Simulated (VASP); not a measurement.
# Sn11GeO24 (a cell with a defect) (Cassiterite) in VASP: a series of runs

Runs on Sn11GeO24 (a cell with a defect) (Cassiterite). Level: PBE. Tasks: single point.

Everything below comes from runs of VASP 6.6.1. Logs are shortened: lines on timing, memory, paths and dates and some standing lists are left out, and cuts for length are marked.

### 1 Starting point

The cell holds a defect, 36 atoms: a = 6.701 Å, b = 6.701 Å, c = 9.559 Å, α = 90.00°, β = 90.00°, γ = 90.00°.

### 2 Single point, PBE

INCAR

```
SYSTEM = Sn11GeO24
PREC = Accurate ; ENCUT = 520
EDIFF = 1E-6 ; ISMEAR = -1
SIGMA = 0.01 ; LREAL = Auto
LASPH = .True. ; NELM = 80
ALGO = Fast ; ISIF = 2
LWAVE = .False. ; LCHARG = .False.
GGA = PE ; NBANDS = 180
```

KPOINTS

```
regular mesh
0
Gamma
  3 3 2
  0 0 0
```

POSCAR

```
Sn11GeO24
1.0
    4.7380000000      4.7380000000      0.0000000000
   -4.7380000000      4.7380000000      0.0000000000
    0.0000000000      0.0000000000      9.5595000000
Ge Sn O
1 11 24
Direct
    0.0000000000      0.0000000000      0.0000000000
    0.0000000000      0.0000000000      0.3333333333
    0.0000000000      0.0000000000      0.6666666667
    0.5000000000      0.5000000000      0.0000000000
    0.5000000000      0.5000000000      0.3333333333
    0.5000000000      0.5000000000      0.6666666667
    0.5000000000      0.0000000000      0.1666666667
    0.5000000000      0.0000000000      0.5000000000
    0.5000000000      0.0000000000      0.8333333333
    0.0000000000      0.5000000000      0.1666666667
    0.0000000000      0.5000000000      0.5000000000
    0.0000000000      0.5000000000      0.8333333333
    0.3071000000      0.0000000000      0.0000000000
    0.3071000000      0.0000000000      0.3333333333
    0.3071000000      0.0000000000      0.6666666667
    0.8071000000      0.5000000000      0.0000000000
    0.8071000000      0.5000000000      0.3333333333
    0.8071000000      0.5000000000      0.6666666667
    0.5000000000      0.3071000000      0.1666666667
    0.5000000000      0.3071000000      0.5000000000
    0.5000000000      0.3071000000      0.8333333333
    0.0000000000      0.8071000000      0.1666666667
    0.0000000000      0.8071000000      0.5000000000
    0.0000000000      0.8071000000      0.8333333333
    0.6929000000      0.0000000000      0.0000000000
    0.6929000000      0.0000000000      0.3333333333
    0.6929000000      0.0000000000      0.6666666667
    0.1929000000      0.5000000000      0.0000000000
    0.1929000000      0.5000000000      0.3333333333
    0.1929000000      0.5000000000      0.6666666667
    0.5000000000      0.6929000000      0.1666666667
    0.5000000000      0.6929000000      0.5000000000
    0.5000000000      0.6929000000      0.8333333333
    0.0000000000      0.1929000000      0.1666666667
    0.0000000000      0.1929000000      0.5000000000
    0.0000000000      0.1929000000      0.8333333333
```

Potentials or basis: VASP PAW PBE potentials, release 64 (Ge_d, Sn_d, O).

The run is started by

```
cat potpaw_PBE.64/Ge_d/POTCAR potpaw_PBE.64/Sn_d/POTCAR potpaw_PBE.64/O/POTCAR > POTCAR
mpirun -np 1 vasp_std > vasp.out
```

OUTCAR:

```text
SYSTEM = Sn11GeO24
   PREC = Accurate
   ENCUT = 520
   EDIFF = 1E-6
   ISMEAR = -1
   LREAL = Auto
   LASPH = .True.
   NELM = 80
   ISIF = 2
   GGA = PE

 ion  position               nearest neighbor table
   1  0.000  0.000  0.000-  22 2.05  24 2.05  34 2.05  36 2.05  13 2.06  25 2.06   2 3.19   3 3.19

   2  0.000  0.000  0.333-  22 2.05  34 2.05  23 2.05  35 2.05  14 2.06  26 2.06   1 3.19   3 3.19
                             7 3.71  10 3.71  10 3.71   7 3.71   8 3.71  11 3.71  11 3.71   8 3.71
   3  0.000  0.000  0.667-  24 2.05  36 2.05  35 2.05  23 2.05  15 2.06  27 2.06   1 3.19   2 3.19
                             9 3.71  12 3.71  12 3.71   9 3.71  11 3.71  11 3.71   8 3.71   8 3.71
   4  0.500  0.500  0.000-  19 2.05  21 2.05  31 2.05  33 2.05  16 2.06  28 2.06   5 3.19   6 3.19
                            10 3.71  12 3.71   7 3.71   9 3.71   7 3.71   9 3.71  10 3.71  12 3.71
   5  0.500  0.500  0.333-  19 2.05  31 2.05  20 2.05  32 2.05  17 2.06  29 2.06   4 3.19   6 3.19
                             7 3.71  10 3.71   7 3.71  10 3.71   8 3.71   8 3.71  11 3.71  11 3.71
   6  0.500  0.500  0.667-  21 2.05  33 2.05  32 2.05  20 2.05  18 2.06  30 2.06   4 3.19   5 3.19
                             9 3.71  12 3.71   9 3.71  12 3.71   8 3.71  11 3.71  11 3.71   8 3.71
   7  0.500  0.000  0.167-  14 2.05  26 2.05  25 2.05  13 2.05  19 2.06  31 2.06   8 3.19   9 3.19
                             2 3.71   5 3.71   5 3.71   2 3.71   4 3.71   4 3.71
   8  0.500  0.000  0.500-  14 2.05  15 2.05  26 2.05  27 2.05  20 2.06  32 2.06   7 3.19   9 3.19
                             2 3.71   3 3.71   5 3.71   6 3.71   5 3.71   6 3.71   2 3.71   3 3.71
   9  0.500  0.000  0.833-  15 2.05  27 2.05  25 2.05  13 2.05  21 2.06  33 2.06   8 3.19   7 3.19
                             3 3.71   6 3.71   6 3.71   3 3.71   4 3.71   4 3.71
  10  0.000  0.500  0.167-  17 2.05  29 2.05  28 2.05  16 2.05  22 2.06  34 2.06  11 3.19  12 3.19
                             2 3.71   5 3.71   2 3.71   5 3.71   4 3.71   4 3.71
  11  0.000  0.500  0.500-  17 2.05  18 2.05  29 2.05  30 2.05  23 2.06  35 2.06  10 3.19  12 3.19
                             2 3.71   3 3.71   5 3.71   6 3.71   2 3.71   3 3.71   5 3.71   6 3.71
  12  0.000  0.500  0.833-  18 2.05  30 2.05  28 2.05  16 2.05  24 2.06  36 2.06  11 3.19  10 3.19
                             3 3.71   6 3.71   3 3.71   6 3.71   4 3.71   4 3.71
  13  0.307  0.000  0.000-   7 2.05   9 2.05   1 2.06
  14  0.307  0.000  0.333-   7 2.05   8 2.05   2 2.06
  15  0.307  0.000  0.667-   9 2.05   8 2.05   3 2.06
  16  0.807  0.500  0.000-  10 2.05  12 2.05   4 2.06
  17  0.807  0.500  0.333-  10 2.05  11 2.05   5 2.06
  18  0.807  0.500  0.667-  12 2.05  11 2.05   6 2.06
[... 16 lines left out ...]
  35  0.000  0.193  0.500-   2 2.05   3 2.05  11 2.06
  36  0.000  0.193  0.833-   3 2.05   1 2.05  12 2.06

  LATTYP: Found a simple tetragonal cell.
 ALAT       =     6.7005438585
 C/A-ratio  =     1.4266752374

  Lattice vectors:

 A1 = (   4.7380000000,   4.7380000000,   0.0000000000)
 A2 = (  -4.7380000000,   4.7380000000,   0.0000000000)
 A3 = (   0.0000000000,   0.0000000000,   9.5595000000)

Analysis of symmetry for initial positions (statically):
=====================================================================
 Subroutine PRICEL returns:
 Original cell was already a primitive cell.

 Routine SETGRP: Setting up the symmetry group for a
 simple tetragonal supercell.

 Subroutine GETGRP returns: Found  8 space group operations
 (whereof  8 operations were pure point group operations)
 out of a pool of 16 trial point group operations.

The static configuration has the point symmetry D_2h.

Analysis of symmetry for dynamics (positions and initial velocities):
=====================================================================
 Subroutine PRICEL returns:
 Original cell was already a primitive cell.

 Routine SETGRP: Setting up the symmetry group for a
 simple tetragonal supercell.

 Subroutine GETGRP returns: Found  8 space group operations
 (whereof  8 operations were pure point group operations)
 out of a pool of 16 trial point group operations.

The dynamic configuration has the point symmetry D_2h.

 Subroutine INISYM returns: Found  8 space group operations
 (whereof  8 operations are pure point group operations),
 and found     1 'primitive' translations

----------------------------------------------------------------------------------------

                                     Primitive cell

  volume of cell :     429.1956

  direct lattice vectors                    reciprocal lattice vectors
     4.738000000  4.738000000  0.000000000     0.105529759  0.105529759  0.000000000
    -4.738000000  4.738000000  0.000000000    -0.105529759  0.105529759  0.000000000
     0.000000000  0.000000000  9.559500000     0.000000000  0.000000000  0.104607982

  length of vectors
     6.700543859  6.700543859  9.559500000     0.149241617  0.149241617  0.104607982

  position of ions in fractional coordinates (direct lattice)
     0.000000000  0.000000000  0.000000000
     0.000000000  0.000000000  0.333333333
     0.000000000  0.000000000  0.666666667
     0.500000000  0.500000000  0.000000000
     0.500000000  0.500000000  0.333333333
     0.500000000  0.500000000  0.666666667
[... 28 lines left out ...]
     0.000000000  0.192900000  0.500000000
     0.000000000  0.192900000  0.833333333

  ion indices of the primitive-cell ions
   primitive index   ion index
                 1           1
                 2           2
                 3           3
                 4           4
                 5           5
                 6           6
[... 28 lines left out ...]
                35          35
                36          36

----------------------------------------------------------------------------------------

 KPOINTS: regular mesh

Automatic generation of k-mesh.
 Grid dimensions read from file:
 generate k-points for:    3    3    2

 Generating k-lattice:

  Cartesian coordinates                     Fractional coordinates (reciprocal lattice)
     0.035176586  0.035176586  0.000000000     0.333333333  0.000000000  0.000000000
    -0.035176586  0.035176586  0.000000000     0.000000000  0.333333333  0.000000000
     0.000000000  0.000000000  0.052303991     0.000000000  0.000000000  0.500000000

  Length of vectors
     0.049747206  0.049747206  0.052303991

  Shift w.r.t. Gamma in fractional coordinates (k-lattice)
     0.000000000  0.000000000  0.000000000

 Subroutine IBZKPT returns following result:
 ===========================================

 Found      8 irreducible k-points:

 Following reciprocal coordinates:
            Coordinates               Weight
  0.000000  0.000000  0.000000      1.000000
  0.333333  0.000000  0.000000      2.000000
  0.000000  0.333333  0.000000      2.000000
  0.333333  0.333333  0.000000      4.000000
  0.000000  0.000000  0.500000      1.000000
  0.333333  0.000000  0.500000      2.000000
  0.000000  0.333333  0.500000      2.000000
  0.333333  0.333333  0.500000      4.000000
   k-points           NKPTS =      8   k-points in BZ     NKDIM =      8   number of bands    NBANDS=    180
   number of dos      NEDOS =    301   number of ions     NIONS =     36
   total plane-waves  NPLWV = 180000
   dimension x,y,z NGX =    50 NGY =   50 NGZ =   72
   dimension x,y,z NGXF=   100 NGYF=  100 NGZF=  144
   ions per type =               1  11  24
   NGX,Y,Z   is equivalent  to a cutoff of  12.41, 12.41, 12.52 a.u.
   NGXF,Y,Z  is equivalent  to a cutoff of  24.81, 24.81, 25.04 a.u.
 SYSTEM =  Sn11GeO24
   PREC   = accura    normal or accurate (medium, high low for compatibility)
   ISTART =      0    job   : 0-new  1-cont  2-samecut
   ICHARG =      2    charge: 1-file 2-atom 10-const
   ISPIN  =      1    spin polarized calculation?
   LNONCOLLINEAR =      F non collinear calculations
   LSORBIT =      F    spin-orbit coupling
   LASPH  =      T    aspherical Exc in radial PAW
   ENCUT  =  520.0 eV  38.22 Ry    6.18 a.u.  12.46 12.46 17.77*2*pi/ulx,y,z
   NELM   =     80;   NELMIN=  2; NELMDL= -5     # of ELM steps
   EDIFF  = 0.1E-05   stopping-criterion for ELM
   LREAL  =      T    real-space projection
   EDIFFG = 0.1E-04   stopping-criterion for IOM
   NSW    =      0    number of steps for IOM
   IBRION =     -1    ionic relax: 0-MD 1-quasi-New 2-CG
   NFREE  =      0    steps in history (QN), initial steepest desc. (CG)
   ISIF   =      2    stress and relaxation
   ISYM   =      2    0-nonsym 1-usesym 2-fastsym
   POTIM  = 0.5000    time-step for ionic-motion
   TEBEG  =    0.0;   TEEND  =   0.0 temperature during run
   PSTRESS=    0.0 pullay stress
   NELECT =     312.0000    total number of electrons
   NUPDOWN=      -1.0000    fix difference up-down
   EMIN   =  10.00;   EMAX   =-10.00  energy-range for DOS
   EFERMI =   0.00;   METHOD = LEGACY
   ISMEAR =    -1;   SIGMA  =   0.01  broadening in eV -4-tet -1-fermi 0-gaus
   EFERMI_NEDOS =   21; number of points for ismear=-14 and -15
   IALGO  =     68    algorithm
   IMIX   =      4    mixing-type and parameters
     AMIX     =   0.40;   BMIX     =  1.00
     AMIX_MAG =   1.60;   BMIX_MAG =  1.00
  volume/ion in A,a.u.               =      11.92        80.45
  Fermi-wavevector in a.u.,A,eV,Ry     =   1.472000  2.781677 29.480903  2.166785
  Thomas-Fermi vector in A             =   2.587068
   LORBIT       =      0    0 simple, 1 ext, 2 COOP (PROOUT), +10 PAW based schemes
   GGA     = PE    functional components
   LHFCALC =     F    Hartree Fock is set to
   AEXX    =    0.0000 exact exchange contribution
   IVDW    =     0    specifies the selected vdW correction
   LEPSILON=     F    determine dielectric tensor
   LRPA    =     F    only Hartree local field effects (RPA)
 non-spin polarized calculation
 RMM-DIIS sequential band-by-band and
  energy-cutoff  :      520.00
  volume of cell :      429.20
 maximum number of plane-waves:     11628
 NGX is ok and might be reduce to    50
   NGX = 25   NGY = 25   NGZ = 35

 number of electron     312.0000042 magnetization

 Free energy of the ion-electron system (eV)
  ---------------------------------------------------
  ext. energy  EPLUGINS =         0.00000000
  ---------------------------------------------------
  free energy    TOTEN  =      -222.93533902 eV

  energy without entropy =     -222.93533902  energy(sigma->0) =     -222.93533902

 E-fermi :   6.1590     XC(G=0): -11.2235

 val. band max:        5.8980857927   @ k =   0.0000   0.0000   0.0000
 cond. band min:       6.8474311214   @ k =   0.0000   0.0000   0.0000
 fundamental gap:      0.9493453287
 Fermi energy:         6.1590357118

 k-point     1 :       0.0000    0.0000    0.0000
  band No.  band energies     occupation
      1     -18.4958      2.00000
      2     -18.4952      2.00000
      3     -18.4308      2.00000
      4     -18.4210      2.00000
      5     -18.3968      2.00000
      6     -15.1932      2.00000
[... 160 lines left out ...]
    167      11.9748      0.00000
    168      12.2592      0.00000
[... 1195 lines left out ...]
    167      12.1662      0.00000
    168      12.2832      0.00000
 [bands above 168 left out]

------------------------ aborting loop because EDIFF is reached ----------------------------------------

  FORCE on cell =-STRESS in cart. coord.  units (eV):
  Direction    XX          YY          ZZ          XY          YZ          ZX
  --------------------------------------------------------------------------------------
  -------------------------------------------------------------------------------------
  Total       20.5660516     20.5660516     25.5762324     -1.7790594      0.0000000      0.0000000
  in kB       76.7725944     76.7725944     95.4754834     -6.6411876      0.0000000      0.0000000
  external PRESSURE =      83.0068907 kB  Pullay stress =       0.0000000 kB

 VOLUME and BASIS-vectors are now :
 -----------------------------------------------------------------------------
  energy-cutoff  :      520.00
  volume of cell :      429.20
      direct lattice vectors                 reciprocal lattice vectors
     4.738000000  4.738000000  0.000000000     0.105529759  0.105529759  0.000000000
    -4.738000000  4.738000000  0.000000000    -0.105529759  0.105529759  0.000000000
     0.000000000  0.000000000  9.559500000     0.000000000  0.000000000  0.104607982

 POSITION                                       TOTAL-FORCE (eV/Angst)
 -----------------------------------------------------------------------------------
      0.00000      0.00000      0.00000         0.000000      0.000000      0.000000
      0.00000      0.00000      3.18650         0.000000      0.000000     -0.276862
      0.00000      0.00000      6.37300         0.000000      0.000000      0.276862
      0.00000      4.73800      0.00000         0.000000      0.000000      0.000000
      0.00000      4.73800      3.18650         0.000000      0.000000     -0.051457
      0.00000      4.73800      6.37300         0.000000      0.000000      0.051457
[... 28 lines left out ...]
     -0.91396      0.91396      4.77975        -0.231488      0.231488      0.000000
     -0.91396      0.91396      7.96625         0.650542     -0.650542      1.510796
 -----------------------------------------------------------------------------------
    total drift:                               -0.000000      0.000000      0.000000

  FREE ENERGIE OF THE ION-ELECTRON SYSTEM (eV)
  ---------------------------------------------------
  free  energy   TOTEN  =      -222.9353390166 eV

  energy  without entropy=     -222.9353390166  energy(sigma->0) =     -222.93533902
```

Wall time 27 min (1 thread of Intel Xeon Platinum 8488C (Sapphire Rapids), shared host); peak memory 0.65 GiB.

Results:

```yaml
Free_energy: -222.9353 eV
Pressure: 8.3 GPa
Largest_force: 2.077 eV/Å
Band_gap_on_the_k_mesh: 0.95 eV, direct
```

Forces on the atoms (eV/Å):
```
Ge   0.000  0.000  0.000
Sn   0.000  0.000 -0.277
Sn   0.000  0.000  0.277
Sn   0.000  0.000  0.000
Sn   0.000  0.000 -0.051
Sn   0.000  0.000  0.051
Sn   0.000  0.000  0.125
Sn   0.000  0.000  0.000
Sn   0.000  0.000 -0.125
Sn   0.000  0.000 -0.356
Sn   0.000  0.000  0.000
Sn   0.000  0.000  0.356
O   -1.469 -1.469  0.000
O   -0.216 -0.216  0.032
O   -0.216 -0.216 -0.032
O   -0.236 -0.236  0.000
O   -0.176 -0.176 -0.003
O   -0.176 -0.176  0.003
O    0.215 -0.215  0.037
O    0.194 -0.194  0.000
O    0.215 -0.215 -0.037
O   -0.651  0.651 -1.511
O    0.231 -0.231  0.000
O   -0.651  0.651  1.511
O    1.469  1.469  0.000
O    0.216  0.216  0.032
O    0.216  0.216 -0.032
O    0.236  0.236  0.000
O    0.176  0.176 -0.003
O    0.176  0.176  0.003
O   -0.215  0.215  0.037
O   -0.194  0.194  0.000
O   -0.215  0.215 -0.037
O    0.651 -0.651 -1.511
O   -0.231  0.231  0.000
O    0.651 -0.651  1.511
```

Levels at points of the mesh, in eV from the valence-band top:
```csv
k point,band 153,band 154,band 155,band 156,band 157,band 158,band 159,band 160
"(0.00, 0.00, 0.00)",-0.79,-0.76,-0.75,0.00,0.95,3.31,4.79,4.79
"(0.00, 0.00, 0.50)",-0.71,-0.71,-0.25,-0.20,2.10,2.73,3.85,4.89
```

Caveat: spin-orbit coupling is left out, which moves the levels of the heavy elements.

(Part 1 of 2 ends here.)
